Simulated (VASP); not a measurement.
# Pd (Palladium) with PBE: from relaxation to properties

What structure and properties does PBE give Pd (Palladium), and how near are they to the measured ones? The steps: relaxing cell and atoms (PBE), second relaxation, density, ELF and potential (PBE), bands along the symmetry lines (PBE), total and projected DOS (PBE) and optical spectrum (PBE). Left out of this account: 1 further run (phonons: it ended without a result to show). The start is a cell from a database of measured crystal structures.

Calculated with VASP 6.6.1; PBE; plane waves and PAW (Pd).

**Measured values to reproduce.**

“Dislocation healing during hydrogen absorption and desorption in palladium” (2022, arxiv:2204.14071) quotes from earlier work for Pd, face-centred cubic (pure Pd, 293.15 K): lattice constant a (a of Pd at 20 C, earlier published value) 3.8902 ± 0.0006 Å [literature evaluation of collated data, not a single measurement; authors consider their …].

### Step 1. Starting point

Before any relaxation, the start is as follows. It takes space group Fm-3m (No. 225, cubic). Conventional cell: a = 3.893 Å, b = 3.893 Å, c = 3.893 Å, α = 90.00°, β = 90.00°, γ = 90.00°. Pd has 12 Pd at 2.75 Å nearest.

### Step 2. Relaxing cell and atoms (PBE)

The start need not lie at this functional's minimum. ISIF = 3 frees volume, shape and positions, and EDIFFG sets the threshold on forces and stress at which the search stops. PBE, the usual starting point, adds the gradient of the density.

The input, INCAR:

```
SYSTEM = Pd
PREC = Accurate
ENCUT = 400
EDIFF = 1E-06
NELM = 100
ISMEAR = 1
SIGMA = 0.2
LREAL = .FALSE.
ALGO = Normal
GGA = PE
NBANDS = 11
LORBIT = 11
LWAVE = .FALSE.
LCHARG = .FALSE.
KPAR = 2
IBRION = 2
NSW = 60
ISIF = 3
EDIFFG = -0.01
```

The input, POSCAR:

```
Pd
1.0
    0.0000000000      1.9465000000      1.9465000000
    1.9465000000      0.0000000000      1.9465000000
    1.9465000000      1.9465000000      0.0000000000
Pd
1
Direct
    0.0000000000      0.0000000000      0.0000000000
```

The input, KPOINTS:

```
Automatic mesh
0
Gamma
12 12 12
0 0 0
```

Potentials, in the order of the species: Pd (PBE family, release 64).

Run with:

```
$ mpirun -np 2 vasp_std
```

Log:

```text
[banner, memory and clock lines left out]
running    2 mpi-ranks, on    1 nodes
 distrk:  each k-point on    1 cores,    2 groups
 distr:  one band on    1 cores,    1 groups

 POSCAR found type information on POSCAR Pd
 POSCAR found :  1 types and       1 ions
 LDA part: xc-table for (Slater+PW92), standard interpolation
 POSCAR, INCAR and KPOINTS ok, starting setup
 FFT: planning ... GRIDC
 FFT: planning ... GRID_SOFT
 FFT: planning ... GRID
 WAVECAR not read
 entering main loop
       N       E                     dE             d eps       ncg     rms          rms(c)
DAV:   1     0.348327500025E+02    0.34833E+02   -0.43722E+03  1608   0.680E+02
DAV:   2    -0.503107649547E+01   -0.39864E+02   -0.37999E+02  1806   0.162E+02
DAV:   3    -0.549458559354E+01   -0.46351E+00   -0.46236E+00  1896   0.184E+01
DAV:   4    -0.549680701374E+01   -0.22214E-02   -0.22211E-02  1951   0.135E+00
DAV:   5    -0.549682957868E+01   -0.22565E-04   -0.22566E-04  2088   0.117E-01    0.774E+00
DAV:   6    -0.522496373510E+01    0.27187E+00   -0.10649E+00  1944   0.844E+00    0.377E+00
DAV:   7    -0.521386969684E+01    0.11094E-01   -0.26616E-02  2092   0.110E+00    0.193E+00
DAV:   8    -0.521024942870E+01    0.36203E-02   -0.20046E-03  1931   0.417E-01    0.131E-01
DAV:   9    -0.521018131711E+01    0.68112E-04   -0.33993E-04  2030   0.155E-01    0.241E-02
DAV:  10    -0.521018662247E+01   -0.53054E-05   -0.10138E-05  1967   0.275E-02    0.715E-03
DAV:  11    -0.521018595540E+01    0.66706E-06   -0.14543E-07  1342   0.383E-03
   1 F= -.52101860E+01 E0= -.52087268E+01  d E =-.521019E+01
 curvature:   0.00 expect dE= 0.000E+00 dE for cont linesearch  0.000E+00
 trial: gam= 0.00000 g(F)=  0.235E-63 g(S)=  0.451E-01 ort = 0.000E+00 (trialstep = 0.100E+01)
 search vector abs. value=  0.451E-01
 bond charge predicted
       N       E                     dE             d eps       ncg     rms          rms(c)
DAV:   1    -0.603752306175E+01   -0.82734E+00   -0.14742E+01  1794   0.371E+01    0.633E+00
DAV:   2    -0.520013067326E+01    0.83739E+00   -0.44248E+00  1872   0.153E+01    0.230E+00
DAV:   3    -0.520001200707E+01    0.11867E-03   -0.17931E-02  1929   0.845E-01    0.139E+00
DAV:   4    -0.520072277085E+01   -0.71076E-03   -0.75192E-03  1901   0.609E-01    0.495E-02
DAV:   5    -0.520078041723E+01   -0.57646E-04   -0.88736E-05  1973   0.650E-02    0.345E-02
DAV:   6    -0.520080698306E+01   -0.26566E-04   -0.85227E-06  1920   0.218E-02    0.468E-03
DAV:   7    -0.520080667308E+01    0.30998E-06   -0.12256E-07  1757   0.255E-03
   2 F= -.52008067E+01 E0= -.51989125E+01  d E =0.937928E-02
 trial-energy change:    0.009379  1 .order    0.007079   -0.045124    0.059281
 step:   0.4005(harm=  0.4322)  dis= 0.00000  next Energy=    -5.219073 (dE=-0.889E-02)
 bond charge predicted
       N       E                     dE             d eps       ncg     rms          rms(c)
DAV:   1    -0.551439529918E+01   -0.31359E+00   -0.52080E+00  1797   0.217E+01    0.371E+00
DAV:   2    -0.521918194094E+01    0.29521E+00   -0.13621E+00  1833   0.910E+00    0.680E-01
DAV:   3    -0.521845648330E+01    0.72546E-03   -0.11916E-02  2085   0.642E-01    0.431E-01
DAV:   4    -0.521889484716E+01   -0.43836E-03   -0.33385E-03  1843   0.451E-01    0.673E-02
DAV:   5    -0.521886748565E+01    0.27362E-04   -0.70385E-05  1904   0.734E-02    0.287E-02
DAV:   6    -0.521886937606E+01   -0.18904E-05   -0.37961E-06  2189   0.126E-02    0.204E-03
DAV:   7    -0.521886955226E+01   -0.17619E-06   -0.27809E-07  1311   0.400E-03
   3 F= -.52188696E+01 E0= -.52172907E+01  d E =-.868360E-02
 curvature:  -0.22 expect dE=-0.557E-06 dE for cont linesearch -0.557E-06
 trial: gam= 0.00000 g(F)=  0.733E-65 g(S)=  0.258E-05 ort =-0.341E-03 (trialstep = 0.880E+00)
 search vector abs. value=  0.258E-05
 reached required accuracy - stopping structural energy minimisation
```

Wall time 4 s (2 MPI ranks of Intel Xeon 6975P-C (Granite Rapids), shared host); peak memory 0.23 GiB; 7.1 s of CPU time.

Lines that name or quote the potential files are left out of all logs, and their timing lines are given in words.

Parts of OUTCAR (step 2):

```text
ion  position               nearest neighbor table
   1  0.000  0.000  0.000-

  LATTYP: Found a face centered cubic cell.
 ALAT       =     3.8930000000

 Subroutine GETGRP returns: Found 48 space group operations
 (whereof 48 operations were pure point group operations)

The static configuration has the point symmetry O_h .

 Found     72 irreducible k-points:

   k-points           NKPTS =     72   k-points in BZ     NKDIM =     72   number of bands    NBANDS=     11

   dimension x,y,z NGX =    18 NGY =   18 NGZ =   18
   dimension x,y,z NGXF=    36 NGYF=   36 NGZF=   36

   ENCUT  =  400.0 eV  29.40 Ry    5.42 a.u.   4.49  4.49  4.49*2*pi/ulx,y,z

   NELECT =      10.0000    total number of electrons

 k-points in reciprocal lattice and weights: Automatic mesh
   0.00000000  0.00000000  0.00000000       0.001
   0.08333333  0.00000000  0.00000000       0.005
   0.16666667  0.00000000  0.00000000       0.005
   0.25000000  0.00000000  0.00000000       0.005
   0.33333333  0.00000000  0.00000000       0.005
   0.41666667  0.00000000  0.00000000       0.005
   0.50000000  0.00000000  0.00000000       0.002
   0.08333333  0.08333333  0.00000000       0.003
   0.16666667  0.08333333  0.00000000       0.014
[...]
-0.33333333  0.50000000  0.16666667       0.007
  -0.25000000  0.50000000  0.25000000       0.003

 average (electrostatic) potential at core
       1 -70.9727

 E-fermi :   9.2094

 k-point     1 :       0.0000    0.0000    0.0000
  band No.  band energies     occupation
    ...
      2       6.5400      2.00000
      3       6.5400      2.00000
      4       6.5400      2.00000
      5       8.0723      2.00000
      6       8.0723      2.00000
      7      26.4221      0.00000
      8      31.0173      0.00000
      9      31.0173      0.00000
     10      31.0173      0.00000
     11      35.5369      0.00000

 k-point     2 :       0.0833    0.0000    0.0000
  band No.  band energies     occupation
    ...
      2       6.4596      2.00000
      3       6.6209      2.00000
      4       6.6209      2.00000
      5       8.0366      2.00000
      6       8.0366      2.00000
      7      26.6466      0.00000
      8      29.5254      0.00000
      9      31.2800      0.00000
     10      31.2800      0.00000
     11      35.6620      0.00000

 k-point     3 :       0.1667    0.0000    0.0000
  band No.  band energies     occupation
    ...
      2       6.3205      2.00000
      3       6.7848      2.00000
      4       6.7848      2.00000
      5       8.0131      2.00000
      6       8.0131      2.00000
      7      26.2814      0.00000
      8      27.6684      0.00000
      9      31.9495      0.00000
     10      31.9495      0.00000
     11      35.1501      0.00000

  Total       -0.0042250     -0.0042250     -0.0042250     -0.0000000      0.0000000     -0.0000000
  in kB       -0.4443943     -0.4443943     -0.4443943     -0.0000000      0.0000000     -0.0000000
  external PRESSURE =      -0.4443943 kB  Pullay stress =       0.0000000 kB

  energy-cutoff  :      400.00
  volume of cell :       15.23
      direct lattice vectors                 reciprocal lattice vectors
    -0.000000000  1.967497527  1.967497527    -0.254129926  0.254129926  0.254129926
     1.967497527  0.000000000  1.967497527     0.254129926 -0.254129926  0.254129926
     1.967497527  1.967497527  0.000000000     0.254129926  0.254129926 -0.254129926

 POSITION                                       TOTAL-FORCE (eV/Angst)
 -----------------------------------------------------------------------------------
      0.00000      0.00000      0.00000         0.000000      0.000000      0.000000
 -----------------------------------------------------------------------------------
    total drift:                                0.000000     -0.000000     -0.000000

  FREE ENERGIE OF THE ION-ELECTRON SYSTEM (eV)
  ---------------------------------------------------
  free  energy   TOTEN  =        -5.2188695523 eV

  energy  without entropy=       -5.2141331243  energy(sigma->0) =       -5.21729074

 reached required accuracy - stopping structural energy minimisation

 total charge
# of ion       s       p       d       tot
------------------------------------------
    1        0.477   0.445   8.452   9.374

[... 3 further parts left out ...]
```

CONTCAR:

```
Pd
   1.00000000000000
    -0.0000000000000000    1.9674975266607404    1.9674975266607404
     1.9674975266607404    0.0000000000000000    1.9674975266607404
     1.9674975266607404    1.9674975266607404    0.0000000000000000
  Pd
     1
Direct
     0.0000000000000000    0.0000000000000000    0.0000000000000000
```

The run keeps the 48 symmetry operations of its start, so it cannot find a distortion of lower symmetry.

The steps of the relaxation:

```csv
step,energy less that of the first step (eV),largest force (eV/Å),pressure (GPa),volume (Å³)
1,0.0000,0.0000,6.07,14.75
2,0.0094,0.0000,-7.36,15.97
3,-0.0087,0.0000,-0.04,15.23
```

```csv
"conventional cell, symmetrised",before,after,change
a (Å),3.893,3.935,+1.1 %
b (Å),3.893,3.935,+1.1 %
c (Å),3.893,3.935,+1.1 %
volume (Å³/atom),14.75,15.23,+3.3 %
```

The relaxed structure:

```cif
data_structure
_symmetry_space_group_name_H-M 'P 1'
_symmetry_Int_Tables_number 1
_cell_length_a 2.7825
_cell_length_b 2.7825
_cell_length_c 2.7825
_cell_angle_alpha 60.000
_cell_angle_beta 60.000
_cell_angle_gamma 60.000
_cell_volume 15.23
loop_
_atom_site_label
_atom_site_type_symbol
_atom_site_fract_x
_atom_site_fract_y
_atom_site_fract_z
_atom_site_occupancy
Pd1 Pd 0.00000 0.00000 0.00000 1
```

This step gave:

```yaml
electrons: 10
bands: 11
irreducible_k_points: 72
symmetry_operations: 48
free_energy_toten: -5.219 eV
energy_at_zero_smearing: -5.217 eV
fermi_energy: 9.209 eV
pressure: -0.04444 GPa
metallic: yes
scf_cycles_over_all_ionic_steps: 25
```

It ends with forces that vanish by symmetry and a pressure of -0.04 GPa. The volume lies +3.3 % from that of the database's start.

### Step 3. Second relaxation

The basis stayed that of the start cell while the cell moved. A rerun from the cell reached resets it; the error of the finite cutoff stays.

INCAR is that of step 2.

The input, POSCAR:

```
Pd
1.0
    0.0000000000      1.9674975267      1.9674975267
    1.9674975267      0.0000000000      1.9674975267
    1.9674975267      1.9674975267      0.0000000000
Pd
1
Direct
    0.0000000000      0.0000000000      0.0000000000
```

KPOINTS is that of step 2.

Run with:

```
$ mpirun -np 2 vasp_std
```

Log:

```text
[... set-up lines as in an earlier step ...]
 entering main loop
       N       E                     dE             d eps       ncg     rms          rms(c)
DAV:   1     0.354300263220E+02    0.35430E+02   -0.42990E+03  1624   0.671E+02
DAV:   2    -0.502618704126E+01   -0.40456E+02   -0.39244E+02  1830   0.161E+02
DAV:   3    -0.549743780397E+01   -0.47125E+00   -0.46925E+00  1917   0.183E+01
DAV:   4    -0.549968922294E+01   -0.22514E-02   -0.22510E-02  1915   0.136E+00
DAV:   5    -0.549971425911E+01   -0.25036E-04   -0.25036E-04  2133   0.128E-01    0.705E+00
DAV:   6    -0.523301167255E+01    0.26670E+00   -0.11114E+00  1929   0.851E+00    0.342E+00
DAV:   7    -0.522396214107E+01    0.90495E-02   -0.13429E-02  2047   0.828E-01    0.182E+00
DAV:   8    -0.522070696584E+01    0.32552E-02   -0.11313E-03  1920   0.284E-01    0.837E-02
DAV:   9    -0.522068987817E+01    0.17088E-04   -0.10583E-04  2052   0.865E-02    0.236E-02
DAV:  10    -0.522069463543E+01   -0.47573E-05   -0.80267E-06  1939   0.249E-02    0.792E-03
DAV:  11    -0.522069386246E+01    0.77297E-06   -0.16925E-07  1308   0.408E-03
   1 F= -.52206939E+01 E0= -.52191168E+01  d E =-.522069E+01
 curvature:   0.00 expect dE= 0.000E+00 dE for cont linesearch  0.000E+00
 trial: gam= 0.00000 g(F)=  0.000E+00 g(S)=  0.640E-05 ort = 0.000E+00 (trialstep = 0.100E+01)
 search vector abs. value=  0.640E-05
 reached required accuracy - stopping structural energy minimisation
```

The job ended after 2.2 s (2 MPI ranks; peak memory 0.22 GiB).

From OUTCAR (step 3):

```text
  LATTYP: Found a face centered cubic cell.
 ALAT       =     3.9349950534

The static configuration has the point symmetry O_h .

 Found     72 irreducible k-points:

   ENCUT  =  400.0 eV  29.40 Ry    5.42 a.u.   4.54  4.54  4.54*2*pi/ulx,y,z

   NELECT =      10.0000    total number of electrons

 E-fermi :   9.2091

 k-point     1 :       0.0000    0.0000    0.0000
  band No.  band energies     occupation
    ...
      2       6.5400      2.00000
      3       6.5400      2.00000
      4       6.5400      2.00000
      5       8.0723      2.00000
      6       8.0723      2.00000
      7      26.4219      0.00000
      8      31.0172      0.00000
      9      31.0172      0.00000
     10      31.0172      0.00000
     11      35.5380      0.00000

 k-point     2 :       0.0833    0.0000    0.0000
  band No.  band energies     occupation
    ...
      2       6.4596      2.00000
      3       6.6209      2.00000
      4       6.6209      2.00000
      5       8.0363      2.00000
      6       8.0363      2.00000
      7      26.6464      0.00000
      8      29.5253      0.00000
      9      31.2799      0.00000
     10      31.2799      0.00000
     11      35.6654      0.00000

  Total        0.0066487      0.0066487      0.0066487     -0.0000000     -0.0000000      0.0000000
  in kB        0.6993196      0.6993196      0.6993196     -0.0000000     -0.0000000      0.0000000
  external PRESSURE =       0.6993196 kB  Pullay stress =       0.0000000 kB

  energy-cutoff  :      400.00
  volume of cell :       15.23
      direct lattice vectors                 reciprocal lattice vectors
     0.000000000  1.967497527  1.967497527    -0.254129926  0.254129926  0.254129926
     1.967497527  0.000000000  1.967497527     0.254129926 -0.254129926  0.254129926
     1.967497527  1.967497527  0.000000000     0.254129926  0.254129926 -0.254129926

  FREE ENERGIE OF THE ION-ELECTRON SYSTEM (eV)
  ---------------------------------------------------
  free  energy   TOTEN  =        -5.2206938625 eV

  energy  without entropy=       -5.2159625959  energy(sigma->0) =       -5.21911677

[... 8 parts as in an earlier step ...]

[... 5 further parts left out ...]
```

CONTCAR:

```
Pd
   1.00000000000000
     0.0000000000000000    1.9674975267000001    1.9674975267000001
     1.9674975267000001    0.0000000000000000    1.9674975267000001
     1.9674975267000001    1.9674975267000001    0.0000000000000000
  Pd
     1
Direct
     0.0000000000000000    0.0000000000000000    0.0000000000000000
```

Little changed from the start: no atom moved by 0.005 Å and no cell edge by 0.1 %.

This step gave:

```yaml
free_energy_toten: -5.221 eV
energy_at_zero_smearing: -5.219 eV
pressure: 0.06993 GPa
scf_cycles_over_all_ionic_steps: 11
```

It ends with forces that vanish by symmetry and a pressure of 0.07 GPa. The volume moved by under 0.01 %: the run met its threshold at the first step.

[end of part 1 of 3]

[Lines on the potential files, build, host, timing and source positions are cut from VASP's logs without a mark.]

[Logs are printed without paths, hosts, clocks, repeated set-up lines and the standing remarks that a program may print on its own settings, such as how far it seeks lower states.]

[Hosts, paths, dates, database ids (printed as entryN), source tags and the programs' standing remarks are cut or masked in the printed files.]

[A measured line is paired with the nearest computed mode of its activity, which favours agreement.]
